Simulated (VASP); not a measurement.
All values below come from PBE GGA, VASP's PBE PAW potentials (set 64) (plane waves; VASP).

A VASP calculation is set up with these files.

KPOINTS:
```
kpoints
0
G
 9 9 9
```

### POSCAR
```
CaO
1
    0.0000000000     2.4195481199     2.4195481199
    2.4195481199    -0.0000000000     2.4195481199
    2.4195481199     2.4195481199     0.0000000000
Ca O
1 1
Direct
  0.0000000000   0.0000000000   0.0000000000
  0.5000000000   0.5000000000   0.5000000000
```

### INCAR
```
# general
SYSTEM  =  CaO
PREC    =  Accurate
ENCUT   =  520
LREAL   =  .FALSE.
LASPH   =  .TRUE.

# electronic loop
EDIFF   =  1E-6
NELM    =  100
ALGO    =  Normal

# smearing
ISMEAR  =  0
SIGMA   =  0.05

# functional
GGA     =  PE

# output
LWAVE   =  .FALSE.
LCHARG  =  .TRUE.
```

POTCAR, in this order: Ca_sv O (PBE.64 set). Program: vasp_std.

Output of the run:

OUTCAR:
```
 ion  position               nearest neighbor table
   1  0.000  0.000  0.000-   2 2.42   2 2.42   2 2.42   2 2.42   2 2.42   2 2.42
   2  0.500  0.500  0.500-   1 2.42   1 2.42   1 2.42   1 2.42   1 2.42   1 2.42
  LATTYP: Found a face centered cubic cell.
 ALAT       =     4.8390962398
 Subroutine PRICEL returns:
 Original cell was already a primitive cell.
 Subroutine GETGRP returns: Found 48 space group operations
The static configuration has the point symmetry O_h .
The dynamic configuration has the point symmetry O_h .
 Subroutine INISYM returns: Found 48 space group operations
 Subroutine IBZKPT returns following result:
 Found     35 irreducible k-points:

 Following reciprocal coordinates:
            Coordinates               Weight
  0.000000  0.000000  0.000000      1.000000
  0.111111  0.000000  0.000000      8.000000
  0.222222  0.000000  0.000000      8.000000
  0.333333  0.000000  0.000000      8.000000
  0.444444  0.000000  0.000000      8.000000
  0.111111  0.111111  0.000000      6.000000
  0.222222  0.111111  0.000000     24.000000
  0.333333  0.111111  0.000000     24.000000
  0.444444  0.111111  0.000000     24.000000
...
```

File OSZICAR:
```
       N       E                     dE             d eps       ncg     rms          rms(c)
DAV:   1     0.134643194547E+03    0.13464E+03   -0.86470E+03   840   0.136E+03
DAV:   2    -0.758098500466E+01   -0.14222E+03   -0.13393E+03  1008   0.341E+02
DAV:   3    -0.142876833749E+02   -0.67067E+01   -0.66616E+01  1112   0.774E+01
DAV:   4    -0.145126825914E+02   -0.22500E+00   -0.22484E+00  1176   0.124E+01
DAV:   5    -0.145161658738E+02   -0.34833E-02   -0.34832E-02  1100   0.150E+00    0.856E+00
DAV:   6    -0.128502836831E+02    0.16659E+01   -0.88126E+00   976   0.275E+01    0.368E+00
DAV:   7    -0.128063460605E+02    0.43938E-01   -0.73219E-01  1160   0.833E+00    0.175E+00
DAV:   8    -0.128075408178E+02   -0.11948E-02   -0.83740E-02   888   0.328E+00    0.448E-01
DAV:   9    -0.128052607113E+02    0.22801E-02   -0.26861E-02  1060   0.133E+00    0.139E-01
DAV:  10    -0.128056932062E+02   -0.43249E-03   -0.23295E-03   904   0.486E-01    0.263E-02
DAV:  11    -0.128057496470E+02   -0.56441E-04   -0.39380E-04  1184   0.162E-01    0.316E-02
DAV:  12    -0.128057337814E+02    0.15866E-04   -0.64249E-05   964   0.864E-02    0.521E-03
DAV:  13    -0.128057336535E+02    0.12789E-06   -0.45976E-06  1064   0.209E-02
   1 F= -.12805734E+02 E0= -.12805734E+02  d E =-.575088E-21
```

File OUTCAR:
```
------------------------ aborting loop because EDIFF is reached ----------------------------------------
  FORCE on cell =-STRESS in cart. coord.  units (eV):
  Direction    XX          YY          ZZ          XY          YZ          ZX
  --------------------------------------------------------------------------------------
  Total       -0.0008546     -0.0008546     -0.0008546      0.0000000      0.0000000      0.0000000
  in kB       -0.0483336     -0.0483336     -0.0483336      0.0000000      0.0000000      0.0000000
  external PRESSURE =      -0.0483336 kB  Pullay stress =       0.0000000 kB
  volume of cell :       28.33
      direct lattice vectors                 reciprocal lattice vectors
     0.000000000  2.419548120  2.419548120    -0.206650157  0.206650157  0.206650157
     2.419548120  0.000000000  2.419548120     0.206650157 -0.206650157  0.206650157
     2.419548120  2.419548120  0.000000000     0.206650157  0.206650157 -0.206650157
  FREE ENERGIE OF THE ION-ELECTRON SYSTEM (eV)
  ---------------------------------------------------
  free  energy   TOTEN  =       -12.8057336535 eV

  energy  without entropy=      -12.8057336535  energy(sigma->0) =      -12.80573365
```
(Selected blocks of OUTCAR.)

The compound is CaO in the rock salt structure. It was relaxed first.
